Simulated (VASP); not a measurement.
OSZICAR of a VASP run on KI (rock salt):

### OSZICAR
```
       N       E                     dE             d eps       ncg     rms          rms(c)
DAV:   1     0.385637917984E+03    0.38564E+03   -0.10550E+00   444   0.132E+01    0.235E+00
DAV:   2     0.385413374700E+03   -0.22454E+00   -0.24961E+00   388   0.148E+01    0.645E+00
DAV:   3     0.385395577035E+03   -0.17798E-01   -0.31490E-02   528   0.175E+00    0.679E+00
DAV:   4     0.385425264509E+03    0.29687E-01   -0.22771E-02   416   0.140E+00    0.672E+00
DAV:   5     0.385577341618E+03    0.15208E+00   -0.66551E-01   392   0.606E+00    0.749E+00
DAV:   6     0.385851597772E+03    0.27426E+00   -0.34794E-01   388   0.434E+00    0.836E+00
DAV:   7     0.385833301335E+03   -0.18296E-01   -0.16714E-02   496   0.147E+00    0.864E+00
DAV:   8     0.385843134446E+03    0.98331E-02   -0.86501E-03   404   0.859E-01    0.857E+00
DAV:   9     0.385891257289E+03    0.48123E-01   -0.12330E-02   392   0.101E+00    0.913E+00
DAV:  10     0.386244223817E+03    0.35297E+00   -0.23155E-01   388   0.510E+00    0.138E+01
DAV:  11     0.385784658620E+03   -0.45957E+00   -0.10219E-01   424   0.310E+00    0.117E+01
DAV:  12     0.385866823912E+03    0.82165E-01   -0.29402E-02   408   0.171E+00    0.109E+01
DAV:  13     0.385854001665E+03   -0.12822E-01   -0.38128E-04   492   0.178E-01    0.108E+01
DAV:  14     0.385869335121E+03    0.15333E-01   -0.50330E-03   400   0.585E-01    0.101E+01
DAV:  15     0.386004489621E+03    0.13515E+00   -0.27680E-02   392   0.141E+00    0.911E+00
DAV:  16     0.386000669022E+03   -0.38206E-02   -0.60068E-02   432   0.217E+00    0.699E+00
DAV:  17     0.385997694352E+03   -0.29747E-02   -0.46941E-03   492   0.619E-01    0.695E+00
DAV:  18     0.386092580615E+03    0.94886E-01   -0.79270E-03   416   0.939E-01    0.560E+00
DAV:  19     0.386185567203E+03    0.92987E-01   -0.16566E-03   464   0.449E-01    0.517E+00
DAV:  20     0.386078197988E+03   -0.10737E+00   -0.14491E-03   408   0.392E-01    0.592E+00
DAV:  21     0.386114433814E+03    0.36236E-01   -0.26549E-04   448   0.161E-01    0.566E+00
DAV:  22     0.386224809760E+03    0.11038E+00   -0.84692E-04   392   0.287E-01    0.508E+00
DAV:  23     0.386311450140E+03    0.86640E-01   -0.11609E-03   396   0.400E-01    0.453E+00
DAV:  24     0.386574996365E+03    0.26355E+00   -0.24739E-03   396   0.672E-01    0.252E+00
DAV:  25     0.386695298357E+03    0.12030E+00   -0.79609E-03   400   0.102E+00    0.166E+00
DAV:  26     0.386797161485E+03    0.10186E+00   -0.23116E-03   408   0.647E-01    0.975E-01
DAV:  27     0.386824015491E+03    0.26854E-01   -0.32119E-03   392   0.667E-01    0.907E-01
DAV:  28     0.386842528677E+03    0.18513E-01   -0.21298E-04   512   0.195E-01    0.758E-01
DAV:  29     0.386866280739E+03    0.23752E-01   -0.62286E-04   400   0.250E-01    0.607E-01
DAV:  30     0.386904130621E+03    0.37850E-01   -0.66450E-04   472   0.258E-01    0.275E-01
DAV:  31     0.386914481106E+03    0.10350E-01   -0.36961E-04   392   0.200E-01    0.256E-01
DAV:  32     0.386938255237E+03    0.23774E-01   -0.42073E-05   464   0.834E-02    0.104E-01
DAV:  33     0.386951338119E+03    0.13083E-01   -0.10631E-04   400   0.105E-01    0.823E-02
DAV:  34     0.386971889708E+03    0.20552E-01   -0.36161E-05   436   0.670E-02    0.321E-02
DAV:  35     0.386977463763E+03    0.55741E-02   -0.38509E-05   400   0.658E-02    0.105E-02
DAV:  36     0.386976790602E+03   -0.67316E-03   -0.34483E-06   516   0.226E-02    0.496E-03
DAV:  37     0.386976549122E+03   -0.24148E-03   -0.12158E-06   356   0.124E-02    0.691E-03
DAV:  38     0.386975920246E+03   -0.62888E-03   -0.83105E-07   288   0.108E-02    0.341E-03
DAV:  39     0.386975575101E+03   -0.34514E-03   -0.16486E-07   204   0.445E-03    0.263E-03
DAV:  40     0.386975285503E+03   -0.28960E-03   -0.47859E-08   204   0.222E-03    0.153E-03
DAV:  41     0.386974939599E+03   -0.34590E-03   -0.34848E-08   204   0.189E-03    0.552E-04
DAV:  42     0.386974804674E+03   -0.13493E-03   -0.18889E-08   204   0.138E-03    0.489E-04
DAV:  43     0.386974862450E+03    0.57777E-04   -0.43047E-09   204   0.745E-04    0.114E-04
DAV:  44     0.386974836928E+03   -0.25522E-04   -0.17351E-09   204   0.455E-04    0.122E-04
DAV:  45     0.386974823704E+03   -0.13224E-04   -0.93393E-10   204   0.261E-04    0.148E-04
DAV:  46     0.386974822218E+03   -0.14867E-05   -0.47381E-10   204   0.181E-04    0.805E-05
DAV:  47     0.386974827936E+03    0.57180E-05   -0.16843E-10   204   0.115E-04    0.318E-05
DAV:  48     0.386974834487E+03    0.65513E-05   -0.91372E-11   204   0.698E-05    0.226E-05
DAV:  49     0.386974837815E+03    0.33284E-05   -0.68635E-11   204   0.517E-05    0.944E-06
DAV:  50     0.386974836446E+03   -0.13692E-05   -0.36828E-11   204   0.348E-05    0.332E-05
DAV:  51     0.386974838437E+03    0.19906E-05   -0.18391E-11   204   0.270E-05    0.129E-05
DAV:  52     0.386974839294E+03    0.85740E-06   -0.35061E-12   204   0.178E-05
   1 F= 0.38697484E+03 E0= 0.38697484E+03  d E =-.744830E-22
       N       E                     dE             ncg
       N       E                     dE             ncg
       N       E                     dE             ncg
       N       E                     dE             ncg
       N       E                     dE             ncg
```

**Question.** Which electronic solver shows in the log?

**Answer.** It is blocked Davidson (ALGO = Normal, or the opening steps of other solvers). The INCAR had ALGO = Normal.

**Question.** Can the final energy be trusted as converged?

**Answer.** The run converged. It stopped with EDIFF = 1E-6, NELM = 200 (modified Becke-Johnson potential (mBJ), plane waves, VASP's PBE PAW potentials (set 64)). mBJ is a potential without an energy functional, so only the levels count.

The compound is KI in the rock salt structure. It was relaxed first, which changed the volume by +5 %. The cell's shape comes from a PBE relaxation.
